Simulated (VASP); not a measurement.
Consider the following.

```
PtS2
1.0
    1.78320    -3.08859     0.00000
    1.78320     3.08859     0.00000
    0.00000     0.00000     4.81975
Pt S
1 2
Cartesian
  0.00000   0.00000   4.81975
  1.78320   1.02953   1.19747
  1.78320  -1.02953   3.62228
```

Computed with PBEsol GGA, VASP's PBE PAW potentials (set 64) (plane waves; VASP 6.6.1). Settings: 520 eV cut-off, 8×8×5 Γ-centred mesh, tetrahedra with Blöchl corrections, potentials Pt S.

The cores are frozen, which limits the accuracy of field gradients. Without a dispersion term in the relaxation, distances and binding between the weakly bound layers, chains or molecules are unreliable, and so is what depends on them.

Question: Give the principal components of the electric field gradient (V/Å²) and the asymmetry η at each nucleus.

Answer: 
```tsv
atom	Vxx	Vyy	Vzz	η
Pt1	-80.2	-80.2	160.4	0.00
S2	25.5	25.5	-50.9	0.00
S3	25.5	25.5	-50.9	0.00
```

The compound is PtS2 in the 1T layered structure. It was relaxed first.
